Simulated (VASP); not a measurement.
Energy against volume of Ni3Si (L1_2). Calculation: MS2 meta-GGA, VASP's PBE PAW potentials (set 64) (plane waves; VASP). Run with 520 eV cut-off, 9×9×9 Γ-centred mesh, first-order Methfessel-Paxton smearing of 0.10 eV, potentials Si Ni.

| V (Å³/atom) | E (eV/atom) |
|---|---|
| 9.975 | -8.68102 |
| 10.283 | -8.68738 |
| 10.592 | -8.67944 |
| 10.900 | -8.65942 |

**Question.** Fit these four points and predict the energy of the run at 9.666 Å³/atom.

**Answer.** A cubic in V^(−2/3), the third-order Birch-Murnaghan form, passes through the four points with V0 = 10.26 Å³/atom and B0 = 250 GPa, and gives -8.6578 eV/atom there. The run gave -8.6577 eV/atom, +0.0 meV/atom from the fit; all five points give B0 = 250 GPa.

The compound is Ni3Si in the L1_2 structure. It was relaxed first, which changed the volume by -5 %. The run is not spin-polarised, so no magnetic state was tried.
